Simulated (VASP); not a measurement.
```
CELL_PARAMETERS angstrom
      0.00000     4.14136     4.14136
      4.14136     0.00000     4.14136
      4.14136     4.14136     0.00000
ATOMIC_POSITIONS crystal
  Rb 0.25000 0.25000 0.25000
  Rb 0.75000 0.75000 0.75000
  Te 0.00000 0.00000 0.00000
```

These are LDA (Ceperley-Alder, Perdew-Zunger), VASP's LDA PAW potentials (set 64) (plane waves; VASP 6.6.1) values and carry that method's errors. Run with 400 eV cut-off, Gaussian smearing of 0.050 eV, potentials Rb_sv Te.

Unless said otherwise, spin-orbit coupling is left out, though it shifts the bands of the heavy elements here.

Q: Give the energies of bands 10 to 15 at the high-symmetry points, in eV from the valence-band maximum.

A: 
| band | Γ | X | U | L | W |
|---|---|---|---|---|---|
| 10 | -0.31 | -0.93 | -0.69 | -0.69 | -0.49 |
| 11 | -0.31 | 0.00 | -0.25 | -0.13 | -0.49 |
| 12 | -0.31 | 0.00 | -0.04 | -0.13 | -0.01 |
| 13 | 1.81 | 2.80 | 2.98 | 3.85 | 2.96 |
| 14 | 4.20 | 3.88 | 4.17 | 4.03 | 4.54 |
| 15 | 4.20 | 5.22 | 5.26 | 4.62 | 4.54 |

The gap is indirect, 1.81 eV, from the valence maximum at X to the conduction minimum at Γ.

The structure comes from a computed database's Rb2Te entry (Fm-3m); how it stands against other phases isn't given here. It was relaxed first, which changed the volume by -9 %.
